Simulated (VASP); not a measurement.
Given:

```yaml
crystal:
  lattice:
    - [1.76107, -3.05026, 0.00000]
    - [1.76107, 3.05026, 0.00000]
    - [0.00000, 0.00000, 5.99089]
  atoms:
    - { symbol: Ti, position: [0.00000, 0.00000, 0.00000] }
    - { symbol: Se, position: [0.33333, 0.66667, 0.25806] }
    - { symbol: Se, position: [0.66667, 0.33333, 0.74194] }
```

The numbers are results of rev-vdW-DF2, VASP's PBE PAW potentials (set 64) (plane waves; VASP), not measurements. Settings: 520 eV cut-off, Gaussian smearing of 0.050 eV, potentials Ti_sv Se.

Q: Give the energies of bands 7 to 15 at the high-symmetry points, in eV from the Fermi level.

A: 
```json
[
 {"band": "7", "Γ": "-5.41", "M": "-5.19", "K": "-4.31", "A": "-3.74", "L": "-5.25", "H": "-4.30"},
 {"band": "8", "Γ": "-2.29", "M": "-3.78", "K": "-3.97", "A": "-2.70", "L": "-4.61", "H": "-4.30"},
 {"band": "9", "Γ": "-2.29", "M": "-2.79", "K": "-3.97", "A": "-2.23", "L": "-2.75", "H": "-3.78"},
 {"band": "10", "Γ": "0.19", "M": "-2.76", "K": "-2.60", "A": "-2.23", "L": "-2.51", "H": "-3.19"},
 {"band": "11", "Γ": "0.42", "M": "-2.28", "K": "-2.60", "A": "0.27", "L": "-1.19", "H": "-2.10"},
 {"band": "12", "Γ": "0.42", "M": "-1.38", "K": "-2.39", "A": "0.27", "L": "-0.94", "H": "-2.10"},
 {"band": "13", "Γ": "0.51", "M": "0.04", "K": "1.09", "A": "0.40", "L": "-0.23", "H": "1.10"},
 {"band": "14", "Γ": "0.51", "M": "1.31", "K": "1.59", "A": "0.40", "L": "1.31", "H": "1.19"},
 {"band": "15", "Γ": "0.57", "M": "1.72", "K": "1.59", "A": "1.18", "L": "1.68", "H": "1.19"}
]
```

It has no gap at this level: it comes out as a metal or semimetal.

The compound is TiSe2 in the 1T layered structure. It was relaxed first.
